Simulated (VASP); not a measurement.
Crystal: PtS2.

```
CELL_PARAMETERS angstrom
3.54320 0.00000 0.00000
-1.77160 3.06850 0.00000
0.00000 0.00000 5.03880
ATOMIC_POSITIONS crystal
Pt 0.00000 0.00000 0.00000
S 0.33333 0.66667 0.22700
S 0.66667 0.33333 0.77300
```

| Item | Value |
| --- | --- |
| Program | VASP 6.6.1 |
| Task | relaxation of cell and atoms |
| Functional | PBEsol |
| Potentials or basis | VASP PAW PBE potentials, release 64 (Pt, S) |
| Cutoff | 520 eV |
| k mesh | 12 × 12 × 6 |
| Occupations | gaussian, width 0.02 eV |
| Spin | no spin polarisation |

At the start: pressure 6.1 GPa; volume 18.26 Å³/atom.

Problem. How do energy, volume and symmetry change on relaxing?

Solution. Over 27 steps the energy falls by 22.6 meV/atom and the volume is 17.63 Å³/atom (-3.5 %); space group P-3m1 (No. 164, to 0.05 Å).

The path:
```tsv
step	energy change (eV)	largest force (eV/Å)	pressure (GPa)	volume (Å³)
1	0.0000	0.9306	6.09	54.78
2	0.1039	0.8630	-9.91	60.48
3	-0.0498	0.2026	-0.69	56.74
4	-0.0499	0.2192	-0.53	56.69
5	-0.0569	0.1303	-0.34	56.43
6	-0.0597	0.0258	-0.11	56.13
7	-0.0597	0.0293	-0.12	56.14
8	-0.0600	0.0406	-0.01	56.01
9	-0.0609	0.0742	0.32	55.63
10	-0.0617	0.1436	1.01	54.86
11	-0.0618	0.1435	1.01	54.85
12	-0.0619	0.1424	1.00	54.82
13	-0.0622	0.1401	0.98	54.76
14	-0.0627	0.1356	0.94	54.65
15	-0.0637	0.1272	0.86	54.42
16	-0.0654	0.1116	0.72	53.95
17	-0.0673	0.0856	0.52	53.02
18	-0.0620	0.0468	0.48	51.12
19	-0.0671	0.1019	0.62	52.74
20	-0.0671	0.0958	0.59	52.52
21	-0.0676	0.0538	0.17	52.73
22	-0.0677	0.0193	-0.17	52.90
23	-0.0677	0.0226	-0.13	52.88
24	-0.0678	0.0177	-0.10	52.88
25	-0.0679	0.0055	-0.02	52.89
26	-0.0679	0.0025	0.01	52.89
27	-0.0679	0.0019	0.01	52.89
```

Final structure:
```
Pt S
1.0
     3.56712    0.00000    0.00000
    -1.78356    3.08922    0.00000
     0.00000    0.00000    4.79962
Pt S
1 2
Direct
  0.00000 0.00000 0.00000
  0.33333 0.66667 0.24944
  0.66667 0.33333 0.75056
```

Caveat: the PAW data sets were made with another functional, which shifts forces and pressure a little.
